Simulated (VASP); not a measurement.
Input:

```xyz
2
Lattice="0.0000 2.8865 2.8865 2.8865 0.0000 2.8865 2.8865 2.8865 0.0000" Properties=species:S:1:pos:R:3 pbc="T T T"
In     0.0000     0.0000     0.0000
P      1.4433     1.4433     1.4433
```

Level of theory: HSEsol screened hybrid, VASP's PBE PAW potentials (set 64) (plane waves; VASP 6.6.1). Numerical set-up: 520 eV cut-off, 6×6×6 Γ-centred mesh, Gaussian smearing of 0.050 eV, potentials In_d P.

Unless said otherwise, spin-orbit coupling is left out, though it shifts the bands of the heavy elements here.

Q: Predict the energy per atom (σ→0), pressure, band gap (on the k-mesh) with the smallest direct gap where there is one.

A: 
| Quantity | Result |
|---|---|
| band gap (on the k-mesh) | 1.68 eV |
| smallest direct gap (on the k-mesh) | 1.68 eV |
| energy per atom (σ→0) | -5.256 eV/atom |
| pressure | 3.02 GPa |

Total energies compare only between runs with the same potentials, cut-off and functional.

The compound is InP in the zinc blende structure. This cell is one point of a volume scan, at 0.91 of the reference volume. The cell's shape comes from a PBE relaxation.
